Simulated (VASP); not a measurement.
VASP input:

**INCAR**
```
SYSTEM = TlNiI3
PREC = Accurate
ENCUT = 400
EDIFF = 1E-6
NELM = 100
ALGO = Normal
LREAL = .FALSE.
LASPH = .TRUE.
ISMEAR = 0
SIGMA = 0.05
GGA = PE
LMAXMIX = 4
ISPIN = 2
MAGMOM = 0.0 2.0 0.0 0.0 0.0
LORBIT = 10
LWAVE = .FALSE.
LCHARG = .FALSE.
ISIF = 2
IBRION = 0
NSW = 3
TEBEG = 300
```

KPOINTS:
```
Automatic mesh
0
Gamma
3 3 3
0 0 0
```

POSCAR:
```
TlNiI3
1
    5.3868010000     0.0000000000     0.0000000000
    0.0000000000     5.3868010000     0.0000000000
    0.0000000000     0.0000000000     5.3868010000
Tl Ni I
1 1 3
Direct
  0.0000000000   0.0000000000   0.0000000000
  0.5000000000   0.5000000000   0.5000000000
  0.0000000000   0.5000000000   0.5000000000
  0.5000000000   0.5000000000   0.0000000000
  0.5000000000   0.0000000000   0.5000000000
```

POTCAR, in this order: Tl_d Ni I (PBE.64 set). Program: vasp_std.

Output of the run:

standard output:
```
 POSCAR found type information on POSCAR TlNiI
 POSCAR found :  3 types and       5 ions
 Reading from existing POTCAR

 -----------------------------------------------------------------------------
|                                                                             |
|     EEEEEEE  RRRRRR   RRRRRR   OOOOOOO  RRRRRR      ###     ###     ###     |
|     E        R     R  R     R  O     O  R     R     ###     ###     ###     |
|     E        R     R  R     R  O     O  R     R     ###     ###     ###     |
|     EEEEE    RRRRRR   RRRRRR   O     O  RRRRRR       #       #       #      |
|     E        R   R    R   R    O     O  R   R                               |
|     E        R    R   R    R   O     O  R    R      ###     ###     ###     |
|     EEEEEEE  R     R  R     R  OOOOOOO  R     R     ###     ###     ###     |
|                                                                             |
|     Fatal error! IBRION=0, but no entry for POTIM on file INCAR. MUST       |
|     be specified!                                                           |
|                                                                             |
|       ---->  I REFUSE TO CONTINUE WITH THIS SICK JOB ... BYE!!! <----       |
|                                                                             |
 -----------------------------------------------------------------------------
```

**Question.** Read the log: what went wrong, and how is it fixed?

**Answer.** The cause: molecular dynamics (IBRION = 0) was asked for without POTIM. VASP stops with an error: Fatal error! IBRION=0, but no entry for POTIM on file INCAR. MUST be specified! ----> I REFUSE TO CONTINUE WITH THIS SICK JOB ... BYE!!! <---- To mend it, set POTIM to the time step in fs (1 to 2 fs suits most solids). The plain static run on this cell (PBE GGA, plane waves, VASP's PBE PAW potentials (set 64)) converges, and its OSZICAR ends with
```
   1 F= -.13643807E+02 E0= -.13641265E+02  d E =-.508361E-02  mag=    -0.0695
```

The structure was generated: TlNiI3 was put into the cubic-perovskite type (Pm-3m), which need not be its known phase. The cell was not relaxed at this level.
